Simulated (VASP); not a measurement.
These are PW91 GGA, VASP's PBE PAW potentials (set 64) (plane waves; VASP 6.6.1) values and carry that method's errors.

Input for VASP

INCAR:
```
SYSTEM = AuZn
PREC = Accurate
ENCUT = 520
EDIFF = 1E-7
NELM = 100
ALGO = Normal
LREAL = .FALSE.
LASPH = .TRUE.
ISMEAR = 1
SIGMA = 0.1
GGA = 91
LMAXMIX = 6
LWAVE = .FALSE.
LCHARG = .FALSE.
ISIF = 2
```

POSCAR:
```
AuZn
3.2541490
  0.9999999522   0.0000000000   0.0000000000
  0.0000000000   0.9999999522   0.0000000000
  0.0000000000   0.0000000000   0.9999999522
Zn Au
1 1
Cartesian
  0.4999999761   0.4999999761   0.4999999761
  0.0000000000   0.0000000000   0.0000000000
```

**KPOINTS**
```
Automatic mesh
0
Gamma
11 11 11
0 0 0
```

POTCAR, in this order: Zn Au (PBE.64 set). Program: vasp_std.

The resulting files:

File OSZICAR:
```
       N       E                     dE             d eps       ncg     rms          rms(c)
DAV:   1     0.126087456650E+03    0.12609E+03   -0.11844E+04  1720   0.193E+03
DAV:   2    -0.811293955269E+00   -0.12690E+03   -0.12294E+03  1792   0.339E+02
DAV:   3    -0.518658880903E+01   -0.43753E+01   -0.42942E+01  1932   0.706E+01
DAV:   4    -0.522017335441E+01   -0.33585E-01   -0.33580E-01  1967   0.544E+00
DAV:   5    -0.522050445049E+01   -0.33110E-03   -0.33110E-03  1988   0.560E-01    0.674E+00
DAV:   6    -0.476872245811E+01    0.45178E+00   -0.17644E+00  1687   0.150E+01    0.423E+00
DAV:   7    -0.474682968757E+01    0.21893E-01   -0.31849E-02  2221   0.429E+00    0.241E+00
DAV:   8    -0.473801475071E+01    0.88149E-02   -0.13482E-02  2061   0.137E+00    0.189E-01
DAV:   9    -0.473806313018E+01   -0.48379E-04   -0.46535E-04  1862   0.228E-01    0.867E-02
DAV:  10    -0.473806850976E+01   -0.53796E-05   -0.59533E-05  2079   0.130E-01    0.167E-02
DAV:  11    -0.473806882238E+01   -0.31261E-06   -0.14119E-05  1967   0.938E-02    0.481E-03
DAV:  12    -0.473806871119E+01    0.11119E-06   -0.33971E-07  1872   0.128E-02    0.329E-03
DAV:  13    -0.473806854881E+01    0.16238E-06   -0.17909E-07  1020   0.109E-02    0.566E-04
DAV:  14    -0.473806856954E+01   -0.20735E-07   -0.31143E-08   875   0.242E-03
   1 F= -.47380686E+01 E0= -.47381150E+01  d E =0.139200E-03
```

OUTCAR:
```
------------------------ aborting loop because EDIFF is reached ----------------------------------------
  FORCE on cell =-STRESS in cart. coord.  units (eV):
  Direction    XX          YY          ZZ          XY          YZ          ZX
  --------------------------------------------------------------------------------------
  Total       -1.2050561     -1.2050561     -1.2050561      0.0000000      0.0000000     -0.0000000
  in kB      -56.0280650    -56.0280650    -56.0280650      0.0000000      0.0000000     -0.0000000
  external PRESSURE =     -56.0280650 kB  Pullay stress =       0.0000000 kB
  volume of cell :       34.46
      direct lattice vectors                 reciprocal lattice vectors
     3.254148844  0.000000000  0.000000000     0.307300018  0.000000000  0.000000000
     0.000000000  3.254148844  0.000000000     0.000000000  0.307300018  0.000000000
     0.000000000  0.000000000  3.254148844     0.000000000  0.000000000  0.307300018
 POSITION                                       TOTAL-FORCE (eV/Angst)
 -----------------------------------------------------------------------------------
      1.62707      1.62707      1.62707         0.000000      0.000000      0.000000
      0.00000      0.00000      0.00000         0.000000      0.000000      0.000000
 -----------------------------------------------------------------------------------
    total drift:                                0.000000      0.000000     -0.000000
  FREE ENERGIE OF THE ION-ELECTRON SYSTEM (eV)
  ---------------------------------------------------
  free  energy   TOTEN  =        -4.7380685695 eV

  energy  without entropy=       -4.7382077692  energy(sigma->0) =       -4.73811497
```
(Selected blocks of OUTCAR.)

File OUTCAR:
```
 val. band max:        5.8175837332   @ k =   0.4545   0.4545   0.1818

 cond. band min:       5.9195433857   @ k =   0.2727   0.0000   0.0000


 Fermi energy:         5.8256054618

 k-point     1 :       0.0000    0.0000    0.0000
  band No.  band energies     occupation
      1      -3.8084      2.00000
      2      -1.8461      2.00000
      3      -1.8461      2.00000
      4      -1.3675      2.00000
      5      -1.3675      2.00000
      6      -1.3675      2.00000
      7       0.8352      2.00000
      8       0.8352      2.00000
      9       2.3232      2.00000
     10       2.3232      2.00000
     11       2.3232      2.00000
     12      10.7418      0.00000
     13      10.7418      0.00000
     14      10.7418      0.00000
     15      13.5277      0.00000

 k-point     2 :       0.0909    0.0000    0.0000
  band No.  band energies     occupation
      1      -3.6730      2.00000
      2      -1.8247      2.00000
      3      -1.8144      2.00000
      4      -1.3697      2.00000
      5      -1.3697      2.00000
      6      -1.3590      2.00000
      7       0.8224      2.00000
      8       0.8748      2.00000
      9       2.2354      2.00000
     10       2.2354      2.00000
     11       2.3155      2.00000
     12       9.6037      0.00000
     13      10.9834      0.00000
     14      10.9834      0.00000
     15      14.2436      0.00000

 k-point     3 :       0.1818    0.0000    0.0000
  band No.  band energies     occupation
      1      -3.2760      2.00000
      2      -1.7658      2.00000
      3      -1.7295      2.00000
      4      -1.3753      2.00000
      5      -1.3753      2.00000
      6      -1.3361      2.00000
      7       0.7866      2.00000
      8       0.9796      2.00000
      9       2.0130      2.00000
     10       2.0130      2.00000
     11       2.2946      2.00000
     12       7.7216     -0.00000
     13      11.6673      0.00000
     14      11.6673      0.00000
     15      14.9315      0.00000
...
```

Unless said otherwise, spin-orbit coupling is left out, though it shifts the bands of the heavy elements here.

The compound is AuZn in the CsCl type structure. This cell is one point of a volume scan, at 1.06 of the reference volume. The electron count is odd and the run is not spin-polarised, which forces a metal.
